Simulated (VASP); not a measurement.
# Zr3MoC (Pm-3m) in VASP: settings compared, part 3 of 3

VASP 6.6.1. Earlier steps stand in the parts before.

## 4. Electron localisation function, LAK

INCAR reads:

```
PREC = Accurate
ENCUT = 500
EDIFF = 1E-6
ISMEAR = -5
SIGMA = 0.05
LREAL = False
LASPH = True
NELM = 100
ALGO = Normal
ISIF = 2
LWAVE = False
LCHARG = True
METAGGA = LAK
LMIXTAU = True
LELF = True
```

KPOINTS reads:

```
Automatic mesh
0
Gamma
  6 6 6
```

POSCAR reads:

```
Zr3MoC
4.9425
    1.000002023268      0.000000000000      0.000000000000
    0.000000000000      1.000002023268      0.000000000000
    0.000000000000      0.000000000000      1.000002023268
Zr Mo C
3 1 1
Direct
    0.5000000000      0.0000000000      0.0000000000
    0.0000000000      0.5000000000      0.0000000000
    0.0000000000      0.0000000000      0.5000000000
    0.0000000000      0.0000000000      0.0000000000
    0.5000000000      0.5000000000      0.5000000000
```

Potentials or basis: VASP PAW PBE potentials, release 64 (Zr_sv, Mo, C).

The run is started by

```console
> cat potpaw_PBE.64/Zr_sv/POTCAR potpaw_PBE.64/Mo/POTCAR potpaw_PBE.64/C/POTCAR > POTCAR
> mpirun -np 1 vasp_std > vasp.out
```

OUTCAR:

```text
PREC = Accurate
   ENCUT = 500
   EDIFF = 1E-6
   ISMEAR = -5
   LREAL = False
   LASPH = True
   NELM = 100
   ISIF = 2
   METAGGA = LAK

 ion  position               nearest neighbor table
   1  0.500  0.000  0.000-   4 2.47   4 2.47   2 3.49   3 3.49   2 3.49   2 3.49   3 3.49   3 3.49
                             3 3.49   2 3.49
   2  0.000  0.500  0.000-   4 2.47   4 2.47   1 3.49   3 3.49   1 3.49   3 3.49   3 3.49   3 3.49
                             1 3.49   1 3.49
   3  0.000  0.000  0.500-   4 2.47   4 2.47   1 3.49   1 3.49   2 3.49   2 3.49   2 3.49   2 3.49
                             1 3.49   1 3.49
   4  0.000  0.000  0.000-   1 2.47   2 2.47   3 2.47   3 2.47   2 2.47   1 2.47
   5  0.500  0.500  0.500-

  LATTYP: Found a simple cubic cell.
 ALAT       =     4.9425100000

  Lattice vectors:

 A1 = (   4.9425100000,   0.0000000000,   0.0000000000)
 A2 = (   0.0000000000,   4.9425100000,   0.0000000000)
 A3 = (   0.0000000000,   0.0000000000,   4.9425100000)

Analysis of symmetry for initial positions (statically):
=====================================================================
 Subroutine PRICEL returns:
 Original cell was already a primitive cell.

 Routine SETGRP: Setting up the symmetry group for a
 simple cubic supercell.

 Subroutine GETGRP returns: Found 48 space group operations
 (whereof 48 operations were pure point group operations)
 out of a pool of 48 trial point group operations.

The static configuration has the point symmetry O_h .

Analysis of symmetry for dynamics (positions and initial velocities):
=====================================================================
 Subroutine PRICEL returns:
 Original cell was already a primitive cell.

 Routine SETGRP: Setting up the symmetry group for a
 simple cubic supercell.

 Subroutine GETGRP returns: Found 48 space group operations
 (whereof 48 operations were pure point group operations)
 out of a pool of 48 trial point group operations.

The dynamic configuration has the point symmetry O_h .

[... 123 lines left out ...]
  Fermi-wavevector in a.u.,A,eV,Ry     =   1.186806  2.242739 19.163935  1.408509
  Thomas-Fermi vector in A             =   2.322971
   LORBIT       =      0    0 simple, 1 ext, 2 COOP (PROOUT), +10 PAW based schemes
   METAGGA = LAK    functional components
   LHFCALC =     F    Hartree Fock is set to
   AEXX    =    0.0000 exact exchange contribution
   IVDW    =     0    specifies the selected vdW correction
   LEPSILON=     F    determine dielectric tensor
   LRPA    =     F    only Hartree local field effects (RPA)
 non-spin polarized calculation
 Fermi weights with tetrahedron method with Bloechl corrections
  energy-cutoff  :      500.00
  volume of cell :      120.74
 maximum number of plane-waves:      3112
   NGX = 19   NGY = 19   NGZ = 19

 number of electron      45.9999998 magnetization

 Free energy of the ion-electron system (eV)
  ---------------------------------------------------
  ext. energy  EPLUGINS =         0.00000000
  ---------------------------------------------------
  free energy    TOTEN  =        63.47874517 eV

  energy without entropy =       63.47874517  energy(sigma->0) =       63.47874517

 E-fermi :   5.7918     XC(G=0): -10.7695

 val. band max:        5.8475264239   @ k =   0.5000   0.5000   0.5000
 cond. band min:       5.7794130145   @ k =   0.5000   0.1667   0.1667
 fundamental gap:     -0.0681134093
 Fermi energy:         5.7918231485

 k-point     1 :       0.0000    0.0000    0.0000
  band No.  band energies     occupation
      1     -45.4708      2.00000
      2     -45.4283      2.00000
      3     -45.4283      2.00000
      4     -22.8747      2.00000
      5     -22.8747      2.00000
      6     -22.8747      2.00000
[... 589 lines left out ...]
     26       6.3001      0.00000
     27       6.3007      0.00000

------------------------ aborting loop because EDIFF is reached ----------------------------------------

  FORCE on cell =-STRESS in cart. coord.  units (eV):
  Direction    XX          YY          ZZ          XY          YZ          ZX
  --------------------------------------------------------------------------------------
  -------------------------------------------------------------------------------------
  Total        1.7177620      1.7177620      1.7177620      0.0000000      0.0000000     -0.0000000
  in kB       22.7945443     22.7945443     22.7945443      0.0000000      0.0000000     -0.0000000
  external PRESSURE =      22.7945443 kB  Pullay stress =       0.0000000 kB

 VOLUME and BASIS-vectors are now :
 -----------------------------------------------------------------------------
  energy-cutoff  :      500.00
  volume of cell :      120.74
      direct lattice vectors                 reciprocal lattice vectors
     4.942510000  0.000000000  0.000000000     0.202326348  0.000000000  0.000000000
     0.000000000  4.942510000  0.000000000     0.000000000  0.202326348  0.000000000
     0.000000000  0.000000000  4.942510000     0.000000000  0.000000000  0.202326348

 POSITION                                       TOTAL-FORCE (eV/Angst)
 -----------------------------------------------------------------------------------
      2.47126      0.00000      0.00000         0.000000      0.000000      0.000000
      0.00000      2.47126      0.00000         0.000000      0.000000      0.000000
      0.00000      0.00000      2.47126         0.000000      0.000000      0.000000
      0.00000      0.00000      0.00000         0.000000      0.000000      0.000000
      2.47126      2.47126      2.47126         0.000000      0.000000      0.000000
 -----------------------------------------------------------------------------------
    total drift:                                0.000000      0.000000     -0.000000

  FREE ENERGIE OF THE ION-ELECTRON SYSTEM (eV)
  ---------------------------------------------------
  free  energy   TOTEN  =        63.4787451716 eV

  energy  without entropy=       63.4787451716  energy(sigma->0) =       63.47874517
```

stdout:

```text
POSCAR found type information on POSCAR ZrMoC
 POSCAR found :  3 types and       5 ions
 scaLAPACK will be used
 -----------------------------------------------------------------------------
[... 23 lines left out ...]
|     Tetrahedron method does not include variations of the Fermi             |
|     occupations, so forces and stress will be inaccurate. We suggest        |
|     using a different smearing scheme ISMEAR = 1 or 2 for metals in         |
|     relaxations.                                                            |
|                                                                             |
 -----------------------------------------------------------------------------
```

Run time: 3.6 min. Hardware: 1 thread of Intel Xeon 6975P-C (Granite Rapids), shared host; peak memory 0.26 GiB.

Results:

- Free energy: 63.4787 eV
- Pressure: 2.3 GPa
- Band gap on the k mesh: none (metal or under the smearing width)

Caveat: the PAW data sets were made with another functional, which shifts forces and pressure a little; tetrahedron occupations give inexact forces and stress in metals.

## 5. Relaxation of cell and atoms, PBE

INCAR reads:

```
PREC = Accurate
ENCUT = 600
EDIFF = 1E-6
ISMEAR = -1
SIGMA = 0.05
LREAL = F
LASPH = T
NELM = 100
ALGO = Normal
ISIF = 3
LWAVE = F
LCHARG = F
GGA = PE
IBRION = 2
NSW = 60
EDIFFG = -0.005
PSTRESS = 0
```

KPOINTS reads:

```
regular mesh
0
Gamma
  5 5 5
```

POSCAR reads:

```
Zr3MoC
1.0
    4.9425100000      0.0000000000      0.0000000000
    0.0000000000      4.9425100000      0.0000000000
    0.0000000000      0.0000000000      4.9425100000
Zr Mo C
3 1 1
Direct
    0.5000000000      0.0000000000      0.0000000000
    0.0000000000      0.5000000000      0.0000000000
    0.0000000000      0.0000000000      0.5000000000
    0.0000000000      0.0000000000      0.0000000000
    0.5000000000      0.5000000000      0.5000000000
```

Potentials or basis: VASP PAW PBE potentials, release 64 (Zr_sv, Mo_sv, C).

The run is started by

```console
> cat potpaw_PBE.64/Zr_sv/POTCAR potpaw_PBE.64/Mo_sv/POTCAR potpaw_PBE.64/C/POTCAR > POTCAR
> mpirun -np 1 vasp_std > vasp.out
```

It took 2.2 min on 1 thread of AMD EPYC 7R43 (Zen 3), shared host; peak memory 0.24 GiB.

It converged, with:

| Property | Result |
| --- | --- |
| Free energy | -36.3278 eV |
| Relaxed volume | 24.45 Å³/atom |
| Relaxed cell | a = 4.963 Å, b = 4.963 Å, c = 4.963 Å, α = 90.00°, β = 90.00°, γ = 90.00° |
| Space group after relaxing (to 0.05 Å) | Pm-3m (No. 221) |
| Energy gained by relaxing | 0.9 meV/atom |
| Ionic steps | 3 |
| Pressure after relaxing | 0.0 GPa |
| Band gap on the k mesh | none (metal or under the smearing width) |

The path:
```csv
step,energy change (eV),largest force (eV/Å),pressure (GPa),volume (Å³)
1,0.0000,0.0000,0.98,120.74
2,-0.0025,0.0000,-0.65,123.33
3,-0.0046,0.0000,0.00,122.27
```

Final structure:
```
CELL_PARAMETERS angstrom
4.96337 0.00000 0.00000
0.00000 4.96337 0.00000
0.00000 0.00000 4.96337
ATOMIC_POSITIONS crystal
Zr 0.50000 0.00000 0.00000
Zr 0.00000 0.50000 0.00000
Zr 0.00000 0.00000 0.50000
Mo 0.00000 0.00000 0.00000
C 0.50000 0.50000 0.50000
```

Levels at points of the mesh, in eV from the Fermi level:
| k point | band 25 | band 26 | band 27 | band 28 | band 29 | band 30 |
| --- | --- | --- | --- | --- | --- | --- |
| (0.00, 0.00, 0.00) | -0.83 | -0.48 | -0.42 | -0.42 | -0.42 | 1.75 |

## 6. The reference run

An earlier run on the cell as given: functional PBE; potentials or basis VASP PAW PBE potentials, release 64 (Zr_sv, Mo_sv, C); cutoff 520 eV; k mesh 6 × 6 × 6; occupations fermi-dirac, width 0.05 eV; no spin polarisation.

* Pressure: -0.1 GPa
* Band gap on the k mesh: none (metal or under the smearing width)

## 7. Summary

| task | level | potentials or basis | cell | k mesh | cutoff (eV) | smearing | gap on the mesh (eV) | pressure (GPa) | relaxed volume (Å³/atom) |
| --- | --- | --- | --- | --- | --- | --- | --- | --- | --- |
| relaxation of cell and atoms | PBE | VASP PAW PBE potentials, release 64 (Zr_sv, Mo_sv, C) | relaxed | 6 × 6 × 6 | 600 | gaussian 0.05 eV | none | 0.0 | 24.08 |
| relaxation of cell and atoms | RPBE | VASP PAW PBE potentials, release 64 (Zr_sv, Mo_sv, C) | relaxed | 6 × 6 × 6 | 600 | gaussian 0.05 eV | none | 0.0 | 24.66 |
| electron localisation function | LAK | VASP PAW PBE potentials, release 64 (Zr_sv, Mo, C) | as given | 6 × 6 × 6 | 500 | tetrahedron | none | 2.3 | - |
| relaxation of cell and atoms | PBE | VASP PAW PBE potentials, release 64 (Zr_sv, Mo_sv, C) | relaxed | 5 × 5 × 5 | 600 | fermi-dirac 0.05 eV | none | 0.0 | 24.45 |
| single point | PBE | VASP PAW PBE potentials, release 64 (Zr_sv, Mo_sv, C) | as given | 6 × 6 × 6 | 520 | fermi-dirac 0.05 eV | none | -0.1 | - |

Alike in all rows: no spin polarisation.

Caveats: the PAW data sets were made with another functional, which shifts forces and pressure a little (some runs); tetrahedron occupations give inexact forces and stress in metals (some runs).

Absolute energies hang on the potentials; compare differences alone.
